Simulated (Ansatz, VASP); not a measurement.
# ZrB2: VASP beside Ansatz, part 2 of 2

Aim: how closely do two programs agree when they are given the same cell, functional and k mesh? The cell is taken from a series of runs on this material, whose earlier steps may have relaxed, scaled, displaced or heated it; both programs get it as it stands.

VASP 6.6.1 and Ansatz 0.2.0.

So far: Starting point; Ansatz: zone-centre phonons, PBEsol.

## Step 3: VASP: zone-centre phonons, PBEsol

Level of this step: PBEsol; plane waves and PAW (B, Zr_sv) (VASP).

The same cell, functional, mesh and smearing now go to VASP, with its own data sets.

Lines of VASP's logs that name or quote its potential files are left out, and so is its time.

File INCAR:

```
SYSTEM = ZrB2
PREC = Accurate
ENCUT = 500
EDIFF = 1E-08
NELM = 120
ISMEAR = 1
SIGMA = 0.2
LREAL = .FALSE.
ALGO = Normal
GGA = PS
NBANDS = 15
LASPH = .TRUE.
LORBIT = 11
LWAVE = .FALSE.
LCHARG = .FALSE.
ISIF = 2
IBRION = 8
GGA_COMPAT = .FALSE.
KPAR = 2
```

File POSCAR:

```
ZrB2
1.0
    3.2493812406      0.0000000000      0.0000000000
   -1.6246906203      2.8140467010      0.0000000000
    0.0000000000      0.0000000000      3.4489953484
B Zr
2 1
Direct
    0.3333333333      0.6666666667      0.5000000000
    0.6666666667      0.3333333333      0.5000000000
    0.0000000000      0.0000000000      0.0000000000
```

File KPOINTS:

```
Automatic mesh
0
Gamma
15 15 12
0 0 0
```

The projector-augmented-wave data sets are B and Zr_sv (PBE family, release 64).

Launch:

```console
$ mpirun -np 2 vasp_std
```

Numbers of over 12 decimals in the logs are rounded to 6 here.

The log of the run:

```text
[banner, memory and clock lines left out]
running    2 mpi-ranks, on    1 nodes
 distrk:  each k-point on    1 cores,    2 groups
 distr:  one band on    1 cores,    1 groups

 POSCAR found type information on POSCAR B Zr
 POSCAR found :  2 types and       3 ions
|                                                                             |
|               ----> ADVICE to this user running VASP <----                  |
|                                                                             |
|     You enforced a specific xc type in the INCAR file but a different       |
|     [... a line on the potential file left out ...]
|     I HOPE YOU KNOW WHAT YOU ARE DOING!                                     |
|                                                                             |

 LDA part: xc-table for (Slater+PW92), standard interpolation
 POSCAR, INCAR and KPOINTS ok, starting setup
 FFT: planning ... GRIDC
 FFT: planning ... GRID_SOFT
 FFT: planning ... GRID
 WAVECAR not read
 entering main loop
       N       E                     dE             d eps       ncg     rms          rms(c)
DAV:   1     0.993628562867E+02    0.99363E+02   -0.94726E+03  5678   0.116E+03
DAV:   2    -0.243840016584E+02   -0.12375E+03   -0.11926E+03  7210   0.297E+02
DAV:   3    -0.285932784622E+02   -0.42093E+01   -0.41917E+01  9200   0.475E+01
DAV:   4    -0.286523633640E+02   -0.59085E-01   -0.59073E-01  6514   0.533E+00
DAV:   5    -0.286537615447E+02   -0.13982E-02   -0.13982E-02  8791   0.560E-01    0.217E+01
DAV:   6    -0.263691446975E+02    0.22846E+01   -0.53886E+00  7134   0.160E+01    0.886E+00
DAV:   7    -0.263186447951E+02    0.50500E-01   -0.65781E-01  8459   0.513E+00    0.301E+00
DAV:   8    -0.263177174680E+02    0.92733E-03   -0.87146E-02  6754   0.252E+00    0.517E-01
DAV:   9    -0.263143919767E+02    0.33255E-02   -0.16742E-02  7133   0.100E+00    0.163E-01
DAV:  10    -0.263142525495E+02    0.13943E-03   -0.95207E-04  6754   0.286E-01    0.380E-02
DAV:  11    -0.263142562329E+02   -0.36834E-05   -0.43542E-05  8187   0.614E-02    0.117E-02
DAV:  12    -0.263142549136E+02    0.13194E-05   -0.23589E-06  7496   0.118E-02    0.428E-03
DAV:  13    -0.263142547515E+02    0.16204E-06   -0.42940E-07  8018   0.517E-03    0.174E-03
DAV:  14    -0.263142546819E+02    0.69600E-07   -0.37892E-08  6339   0.191E-03    0.336E-04
DAV:  15    -0.263142546604E+02    0.21501E-07   -0.20685E-09  3451   0.420E-04    0.127E-04
DAV:  16    -0.263142546514E+02    0.90045E-08   -0.70078E-10  3094   0.231E-04
   1 F= -.26314255E+02 E0= -.26314230E+02  d E =-.741124E-04
 Linear response reoptimize wavefunctions to high precision
DAV:   1    -0.263142546508E+02    0.65711E-09   -0.20127E-10  3857   0.976E-05
DAV:   2    -0.263142546508E+02   -0.36380E-11   -0.74133E-11  3031   0.477E-05
 Linear response DOF=           4
 Linear response progress:
  Degree of freedom:   1/  4
       N       E                     dE             d eps       ncg     rms          rms(c)
RMM:   1    -0.463336090980E-01   -0.46334E-01   -0.20456E-02 57818   0.102E+00
RMM:   2    -0.415924958506E-01    0.47411E-02   -0.22950E-03 47442   0.248E-01    0.131E-01
RMM:   3    -0.415895922342E-01    0.29036E-05   -0.63707E-04 45414   0.121E-01    0.652E-02
RMM:   4    -0.420140119557E-01   -0.42442E-03   -0.37414E-04 45191   0.929E-02    0.846E-03
RMM:   5    -0.420163059846E-01   -0.22940E-05   -0.50627E-05 52292   0.271E-02    0.227E-03
RMM:   6    -0.420171665662E-01   -0.86058E-06   -0.96412E-06 55694   0.976E-03    0.111E-03
RMM:   7    -0.420136291548E-01    0.35374E-05   -0.15602E-06 56596   0.443E-03    0.275E-04
RMM:   8    -0.420153769247E-01   -0.17478E-05   -0.26047E-07 58484   0.204E-03    0.131E-04
RMM:   9    -0.420148035824E-01    0.57334E-06    0.38774E-07 59221   0.961E-04    0.355E-05
RMM:  10    -0.420150371901E-01   -0.23361E-06   -0.32437E-08 58948   0.477E-04    0.234E-05
RMM:  11    -0.420148833856E-01    0.15380E-06    0.71842E-08 59384   0.242E-04    0.715E-06
RMM:  12    -0.420148909563E-01   -0.75707E-08   -0.47562E-09 59772   0.126E-04    0.535E-06
 first order change of Fermi-energy   0.25096E-04
 force on displaced ion       1 direction 1 : -12.196  -0.001   0.000
 Linear response progress:
  Degree of freedom:   2/  4
       N       E                     dE             d eps       ncg     rms          rms(c)
RMM:   1    -0.456316123189E-01   -0.45632E-01   -0.39020E-03 20154   0.105E+00
RMM:   2    -0.431918456100E-01    0.24398E-02   -0.18575E-03 16355   0.236E-01    0.108E-01
RMM:   3    -0.432303318772E-01   -0.38486E-04   -0.71404E-04 15989   0.127E-01    0.512E-02
RMM:   4    -0.436099223612E-01   -0.37959E-03   -0.29538E-04 16876   0.827E-02    0.107E-02
RMM:   5    -0.436649402031E-01   -0.55018E-04   -0.48271E-05 18493   0.307E-02    0.351E-03
RMM:   6    -0.436732400915E-01   -0.82999E-05   -0.10694E-05 19368   0.121E-02    0.708E-04
RMM:   7    -0.436670048906E-01    0.62352E-05    0.30808E-06 19850   0.513E-03    0.218E-04
RMM:   8    -0.436677286290E-01   -0.72374E-06    0.45018E-08 19732   0.251E-03    0.121E-04
RMM:   9    -0.436669671535E-01    0.76148E-06    0.60315E-08 19671   0.130E-03    0.905E-05
RMM:  10    -0.436674929198E-01   -0.52577E-06    0.24354E-07 19888   0.718E-04    0.964E-06
RMM:  11    -0.436675040431E-01   -0.11123E-07    0.38611E-07 21097   0.360E-04    0.126E-05
RMM:  12    -0.436675007149E-01    0.33282E-08    0.31923E-07 20798   0.184E-04    0.792E-06
RMM:  13    -0.436674976045E-01    0.31104E-08    0.31233E-07 20508   0.989E-05    0.472E-06
RMM:  14    -0.436675106427E-01   -0.13038E-07    0.23180E-07 20911   0.524E-05    0.328E-06
RMM:  15    -0.436675135681E-01   -0.29254E-08    0.20748E-07 20182   0.292E-05    0.212E-06
RMM:  16    -0.436675131717E-01    0.39638E-09    0.14247E-07 20070   0.162E-05    0.123E-06
RMM:  17    -0.436675153255E-01   -0.21538E-08    0.12170E-07 18922   0.103E-05    0.668E-07
RMM:  18    -0.436675167001E-01   -0.13746E-08    0.81543E-08 17061   0.569E-06    0.261E-07
 first order change of Fermi-energy  -0.13412E-03
 force on displaced ion       1 direction 3 :   0.000  -0.000  -9.173
 Linear response progress:
  Degree of freedom:   3/  4
       N       E                     dE             d eps       ncg     rms          rms(c)
RMM:   1    -0.695505586113E+00   -0.69551E+00    0.29358E+00 15393   0.150E+01
RMM:   2    -0.640093412511E+00    0.55412E-01   -0.19039E-01 21293   0.285E+00    0.170E-01
RMM:   3    -0.641420177445E+00   -0.13268E-02   -0.32379E-02 25606   0.877E-01    0.541E-02
RMM:   4    -0.642964232419E+00   -0.15441E-02   -0.55333E-03 31663   0.307E-01    0.322E-02
RMM:   5    -0.643467490315E+00   -0.50326E-03   -0.10468E-03 31721   0.121E-01    0.187E-02
RMM:   6    -0.643449267848E+00    0.18222E-04   -0.15076E-04 32125   0.526E-02    0.169E-03
RMM:   7    -0.643420369612E+00    0.28898E-04   -0.44911E-05 32997   0.250E-02    0.376E-03
RMM:   8    -0.643412870075E+00    0.74995E-05   -0.32327E-05 33007   0.144E-02    0.799E-04
RMM:   9    -0.643417282292E+00   -0.44122E-05   -0.95727E-06 34217   0.864E-03    0.861E-05
RMM:  10    -0.643418625052E+00   -0.13428E-05   -0.86433E-06 34836   0.567E-03    0.209E-04
RMM:  11    -0.643419337619E+00   -0.71257E-06   -0.56818E-06 35250   0.406E-03    0.228E-04
RMM:  12    -0.643415757420E+00    0.35802E-05   -0.52127E-06 33466   0.318E-03    0.228E-04
RMM:  13    -0.643415239364E+00    0.51806E-06   -0.37361E-06 35124   0.250E-03    0.285E-04
RMM:  14    -0.643418328693E+00   -0.30893E-05   -0.34061E-06 30640   0.215E-03    0.191E-04
[...]
RMM:  30    -0.643432578164E+00    0.32870E-07   -0.39137E-07 29206   0.313E-04    0.113E-05
RMM:  31    -0.643432555495E+00    0.22669E-07   -0.35282E-07 27144   0.288E-04    0.167E-05
RMM:  32    -0.643432563693E+00   -0.81981E-08   -0.32130E-07 20443   0.266E-04    0.207E-05
RMM:  33    -0.643432583595E+00   -0.19902E-07   -0.29098E-07 20562   0.246E-04    0.240E-05
RMM:  34    -0.643432620103E+00   -0.36508E-07   -0.26065E-07 26659   0.229E-04    0.265E-05
RMM:  35    -0.643432645607E+00   -0.25504E-07   -0.24066E-07 22966   0.213E-04    0.289E-05
RMM:  36    -0.643432706357E+00   -0.60750E-07   -0.22044E-07 30963   0.200E-04    0.300E-05
RMM:  37    -0.643432751514E+00   -0.45157E-07   -0.20139E-07 28066   0.186E-04    0.313E-05
 first order change of Fermi-energy   0.11256E-03
 force on displaced ion       3 direction 1 : -12.932   0.000   0.000
 Linear response progress:
  Degree of freedom:   4/  4
       N       E                     dE             d eps       ncg     rms          rms(c)
RMM:   1    -0.746895851665E+00   -0.74690E+00    0.27550E+00  6578   0.149E+01
RMM:   2    -0.691666054590E+00    0.55230E-01   -0.17223E-01  8844   0.273E+00    0.193E-01
RMM:   3    -0.694368584683E+00   -0.27025E-02   -0.36316E-02 10256   0.827E-01    0.620E-02
RMM:   4    -0.696657938292E+00   -0.22894E-02   -0.68964E-03 12006   0.286E-01    0.392E-02
RMM:   5    -0.696983524144E+00   -0.32559E-03   -0.11403E-03 12601   0.107E-01    0.250E-02
RMM:   6    -0.696848961047E+00    0.13456E-03   -0.13551E-04 12587   0.495E-02    0.639E-03
RMM:   7    -0.696894019990E+00   -0.45059E-04   -0.10949E-05 12851   0.229E-02    0.493E-03
RMM:   8    -0.696886387206E+00    0.76328E-05   -0.34571E-05 13190   0.124E-02    0.107E-03
RMM:   9    -0.696891517646E+00   -0.51304E-05   -0.24506E-05 13618   0.723E-03    0.519E-04
RMM:  10    -0.696894750503E+00   -0.32329E-05   -0.19245E-05 13624   0.494E-03    0.167E-04
RMM:  11    -0.696896205897E+00   -0.14554E-05   -0.15617E-05 13801   0.345E-03    0.362E-05
RMM:  12    -0.696896791399E+00   -0.58550E-06   -0.13940E-05 14296   0.257E-03    0.560E-05
RMM:  13    -0.696895134165E+00    0.16572E-05   -0.10965E-05 13183   0.202E-03    0.134E-04
RMM:  14    -0.696898082228E+00   -0.29481E-05   -0.97628E-06 12790   0.165E-03    0.490E-05
RMM:  15    -0.696899025979E+00   -0.94375E-06   -0.82114E-06 13788   0.128E-03    0.418E-05
RMM:  16    -0.696898801602E+00    0.22438E-06   -0.71615E-06 13272   0.102E-03    0.576E-05
RMM:  17    -0.696898964607E+00   -0.16300E-06   -0.62172E-06 13631   0.847E-04    0.741E-05
RMM:  18    -0.696899105664E+00   -0.14106E-06   -0.54258E-06 14132   0.695E-04    0.816E-05
RMM:  19    -0.696899017827E+00    0.87837E-07   -0.47860E-06 13037   0.580E-04    0.937E-05
RMM:  20    -0.696898897596E+00    0.12023E-06   -0.41930E-06 12402   0.491E-04    0.102E-04
RMM:  21    -0.696899357629E+00   -0.46003E-06   -0.37126E-06 12409   0.428E-04    0.959E-05
 first order change of Fermi-energy   0.70546E-03
 force on displaced ion       3 direction 3 :  -0.000   0.000 -13.934
 Linear response finished
```

Parts of OUTCAR (step 3):

```text
ion  position               nearest neighbor table
   1  0.333  0.667  0.500-   2 1.88   2 1.88   2 1.88   3 2.55   3 2.55   3 2.55   3 2.55   3 2.55
                             3 2.55
   2  0.667  0.333  0.500-   1 1.88   1 1.88   1 1.88   3 2.55   3 2.55   3 2.55   3 2.55   3 2.55
                             3 2.55
   3  0.000  0.000  0.000-   1 2.55   2 2.55   1 2.55   2 2.55   2 2.55   2 2.55   1 2.55   1 2.55
                             2 2.55   2 2.55   1 2.55   1 2.55

  LATTYP: Found a hexagonal cell.
 ALAT       =     3.2493812406
 C/A-ratio  =     1.0614314213

 Subroutine GETGRP returns: Found 24 space group operations
 (whereof 24 operations were pure point group operations)

The static configuration has the point symmetry D_6h.

 Found    189 irreducible k-points:

   k-points           NKPTS =    189   k-points in BZ     NKDIM =    189   number of bands    NBANDS=     15

   dimension x,y,z NGX =    24 NGY =   24 NGZ =   28
   dimension x,y,z NGXF=    48 NGYF=   48 NGZF=   56

   ENCUT  =  500.0 eV  36.75 Ry    6.06 a.u.   5.92  5.92  6.29*2*pi/ulx,y,z

   NELECT =      18.0000    total number of electrons

 k-points in reciprocal lattice and weights: Automatic mesh
   0.00000000  0.00000000  0.00000000       0.000
   0.06666667  0.00000000  0.00000000       0.002
   0.13333333  0.00000000  0.00000000       0.002
   0.20000000 -0.00000000  0.00000000       0.002
   0.26666667  0.00000000  0.00000000       0.002
   0.33333333 -0.00000000  0.00000000       0.002
   0.40000000 -0.00000000  0.00000000       0.002
   0.46666667 -0.00000000  0.00000000       0.002
   0.06666667  0.06666667  0.00000000       0.002
[...]
0.33333333  0.26666667  0.50000000       0.004
   0.33333333  0.33333333  0.50000000       0.001

 average (electrostatic) potential at core
       1 -22.5912       2 -22.5912       3 -72.9137

  Total       -2.9615176     -2.9615176      0.0497907      0.0000000      0.0000000     -0.0000000
  in kB     -150.4528164   -150.4528164      2.5294978      0.0000000      0.0000000     -0.0000000
  external PRESSURE =     -99.4587117 kB  Pullay stress =       0.0000000 kB

  energy-cutoff  :      500.00
  volume of cell :       31.54
      direct lattice vectors                 reciprocal lattice vectors
     3.249381241  0.000000000  0.000000000     0.307750900  0.177680065  0.000000000
    -1.624690620  2.814046701  0.000000000     0.000000000  0.355360129  0.000000000
     0.000000000  0.000000000  3.448995348     0.000000000  0.000000000  0.289939504

 POSITION                                       TOTAL-FORCE (eV/Angst)
 -----------------------------------------------------------------------------------
     -0.00000      1.87603      1.72450         0.000000     -0.000000      0.000000
      1.62469      0.93802      1.72450        -0.000000      0.000000     -0.000000
      0.00000      0.00000      0.00000        -0.000000      0.000000     -0.000000
 -----------------------------------------------------------------------------------
    total drift:                               -0.000000      0.000000      0.000000

 Eigenvectors and eigenvalues of the dynamical matrix
 ----------------------------------------------------

   1 f  =   20.134909 THz   126.511363 2PiTHz  671.628264 cm-1    83.271254 meV
             X         Y         Z           dx          dy          dz
     -0.000000  1.876031  1.724498     0.000003    0.707107    0.000000
      1.624691  0.938016  1.724498    -0.000003   -0.707107   -0.000000
      0.000000  0.000000  0.000000     0.000000   -0.000000    0.000000

   2 f  =   20.134909 THz   126.511363 2PiTHz  671.628264 cm-1    83.271254 meV
             X         Y         Z           dx          dy          dz
     -0.000000  1.876031  1.724498     0.707107   -0.000003   -0.000000
      1.624691  0.938016  1.724498    -0.707107    0.000003    0.000000
      0.000000  0.000000  0.000000    -0.000000    0.000000    0.000000

   3 f  =   16.045847 THz   100.819028 2PiTHz  535.231831 cm-1    66.360260 meV
             X         Y         Z           dx          dy          dz
     -0.000000  1.876031  1.724498    -0.000000    0.000000    0.707107
      1.624691  0.938016  1.724498    -0.000000   -0.000000   -0.707107
      0.000000  0.000000  0.000000     0.000000   -0.000000   -0.000000

   4 f  =   13.950688 THz    87.654757 2PiTHz  465.344858 cm-1    57.695383 meV
             X         Y         Z           dx          dy          dz
     -0.000000  1.876031  1.724498     0.000000   -0.000000   -0.635685
      1.624691  0.938016  1.724498    -0.000000   -0.000000   -0.635685
      0.000000  0.000000  0.000000    -0.000000    0.000000    0.437959

   5 f  =   13.440848 THz    84.451338 2PiTHz  448.338426 cm-1    55.586855 meV
             X         Y         Z           dx          dy          dz
     -0.000000  1.876031  1.724498     0.000000   -0.635696    0.000000
      1.624691  0.938016  1.724498     0.000000   -0.635696    0.000000
      0.000000  0.000000  0.000000    -0.000000    0.437927   -0.000000

   6 f  =   13.440848 THz    84.451338 2PiTHz  448.338426 cm-1    55.586855 meV
             X         Y         Z           dx          dy          dz
     -0.000000  1.876031  1.724498     0.635696    0.000000    0.000000
      1.624691  0.938016  1.724498     0.635696    0.000000   -0.000000
      0.000000  0.000000  0.000000    -0.437927   -0.000000    0.000000

   7 f/i=    0.002968 THz     0.018650 2PiTHz    0.099010 cm-1     0.012276 meV
             X         Y         Z           dx          dy          dz
     -0.000000  1.876031  1.724498     0.306953    0.040867   -0.000000
      1.624691  0.938016  1.724498     0.306953    0.040867   -0.000000
      0.000000  0.000000  0.000000     0.891147    0.118644   -0.000000

   8 f/i=    0.002968 THz     0.018650 2PiTHz    0.099010 cm-1     0.012276 meV
             X         Y         Z           dx          dy          dz
     -0.000000  1.876031  1.724498     0.040867   -0.306953    0.000000
      1.624691  0.938016  1.724498     0.040867   -0.306953    0.000000
      0.000000  0.000000  0.000000     0.118644   -0.891147    0.000000

   9 f/i=    0.003576 THz     0.022466 2PiTHz    0.119271 cm-1     0.014788 meV
             X         Y         Z           dx          dy          dz
     -0.000000  1.876031  1.724498    -0.000000    0.000000    0.309684
      1.624691  0.938016  1.724498    -0.000000    0.000000    0.309684
      0.000000  0.000000  0.000000    -0.000000    0.000000    0.898995

 ELASTIC MODULI CONTR FROM IONIC RELAXATION (kBar)
 Direction    XX          YY          ZZ          XY          YZ          ZX
 --------------------------------------------------------------------------------
 XX         -74.7053     74.7053      0.0000      0.0000     -0.0000      0.0000
 YY          74.7053    -74.7053     -0.0000     -0.0000      0.0000      0.0000
 ZZ           0.0000     -0.0000     -0.0000     -0.0000      0.0000      0.0000
 XY           0.0000     -0.0000     -0.0000    -74.7053      0.0000      0.0000
 YZ          -0.0000      0.0000      0.0000      0.0000     -0.0000      0.0000
 ZX           0.0000      0.0000      0.0000      0.0000      0.0000      0.0000
 --------------------------------------------------------------------------------
```

## Step 4: Side by side

Known differences besides the potentials themselves: the cutoff is 420 eV in Ansatz and 500 eV in VASP; Ansatz makes its cores anew for this functional, VASP keeps those of its PBE data sets. Total energies have different zeros and are not compared.

Compared:

| quantity | Ansatz | VASP | difference |
| --- | --- | --- | --- |
| optical mode 1 to 2 (cm⁻¹) | 447.6 | 448.3 | -0.17 % |
| optical mode 3 (cm⁻¹) | 463.6 | 465.3 | -0.36 % |
| optical mode 4 (cm⁻¹) | 534.6 | 535.2 | -0.12 % |
| optical mode 5 to 6 (cm⁻¹) | 669.3 | 671.6 | -0.35 % |

Modes are paired by rising frequency, not by their patterns, so a pair may set unlike modes beside each other; they are those without the splitting of longitudinal modes.

## Step 5: Results

```json
{"r.m.s. difference of the optical zone-centre modes, each program's sorted by frequency (zone-centre phonons, PBEsol)": "1.6 cm⁻¹"}
```

In words: The r.m.s. difference of the optical zone-centre modes, each program's sorted by frequency is 1.6 cm⁻¹ (zone-centre phonons, PBEsol). How closely two codes agree says nothing of how well the functional describes the real material.

[Lines on the potential files, build, host, timing and source positions are cut from VASP's logs without a mark.]

[Logs are printed without paths, hosts, clocks, repeated set-up lines and the standing remarks that a program may print on its own settings, such as how far it seeks lower states.]

[Hosts, paths, dates, database ids (printed as entryN), source tags and the programs' standing remarks are cut or masked in the printed files.]
